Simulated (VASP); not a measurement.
Cu:

```
Cu
1.0
     0.00000    1.80750    1.80750
     1.80750    0.00000    1.80750
     1.80750    1.80750    0.00000
Cu
1
Direct
  0.00000 0.00000 0.00000
```

Base run:

| Property | Result |
| --- | --- |
| Program | VASP 6.6.1 |
| Functional | PBE |
| Potentials or basis | VASP PAW PBE potentials, release 64 (Cu) |
| Cutoff | 520 eV |
| k mesh | 14 × 14 × 14 |
| Occupations | gaussian, width 0.1 eV |
| Spin | no spin polarisation |

Its results: band gap on the k mesh none (metal or under the smearing width); pressure 2.7 GPa.

Q: After a change of settings the same cell gave: band gap on the k mesh none (metal or under the smearing width); pressure 3.9 GPa. Which change was it?
A. k mesh from 14 × 14 × 14 to 12 × 12 × 12
B. k mesh from 14 × 14 × 14 to 22 × 22 × 22
C. k mesh from 14 × 14 × 14 to 10 × 10 × 10
D. k mesh from 14 × 14 × 14 to 4 × 4 × 4

A: D.

Caveats: some runs use coarse meshes.

Not every run made on this cell is shown here.
